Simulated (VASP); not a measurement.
Level of theory: PBEsol GGA, VASP's PBE PAW potentials (set 64) (plane waves; VASP).

A VASP calculation is set up with these files.

**INCAR**
```
ALGO = Normal
EDIFF = 1E-7
ENCUT = 600
GGA = PS
ISIF = 2
ISMEAR = 1
LASPH = .True.
LCHARG = .False.
LMAXMIX = 6
LREAL = .False.
LWAVE = .False.
NELM = 100
PREC = Accurate
SIGMA = 0.1
SYSTEM = HfN
```

File KPOINTS:
```
Regular mesh
0
G
 14 14 14
0 0 0
```

### POSCAR
```
HfN
1
    0.0000000000     2.2452352555     2.2901399606
    2.2901399606     0.0000000000     2.2901399606
    2.2901399606     2.2452352555     0.0000000000
Hf N
1 1
Direct
  0.0000000000   0.0000000000   0.0000000000
  0.5000000000   0.5000000000   0.5000000000
```

POTCAR, in this order: Hf_pv N (PBE.64 set). Program: vasp_std.

Unless said otherwise, spin-orbit coupling is left out, though it shifts the bands of the heavy elements here.

What does the run give for the energy per atom (σ→0), pressure, band gap (on the k-mesh)?

```
Item                                                         Value
------------------------  ----------------------------------------
energy per atom (σ→0)                              -11.476 eV/atom
band gap (on the k-mesh)  none (metal, semimetal or under 0.01 eV)
pressure                                                -10.52 GPa
```

### OSZICAR
```
...
DAV:   8    -0.229634627204E+02    0.16940E-01   -0.13908E-01  6347   0.363E+00    0.573E+00
DAV:   9    -0.229529463988E+02    0.10516E-01   -0.56562E-02  6500   0.176E+00    0.165E+00
DAV:  10    -0.229524569871E+02    0.48941E-03   -0.21967E-03  6298   0.442E-01    0.302E-01
DAV:  11    -0.229524577534E+02   -0.76624E-06   -0.22905E-04  6787   0.136E-01    0.291E-02
DAV:  12    -0.229524550270E+02    0.27264E-05   -0.15322E-05  6425   0.377E-02    0.348E-02
DAV:  13    -0.229524547183E+02    0.30875E-06   -0.86047E-07  6508   0.100E-02    0.171E-03
DAV:  14    -0.229524547251E+02   -0.67814E-08   -0.20459E-08  3545   0.176E-03
   1 F= -.22952455E+02 E0= -.22952250E+02  d E =-.613688E-03
```

The compound is HfN in the rock salt structure. This cell was strained or had an atom moved on purpose. The electron count is odd and the run is not spin-polarised, which forces a metal.
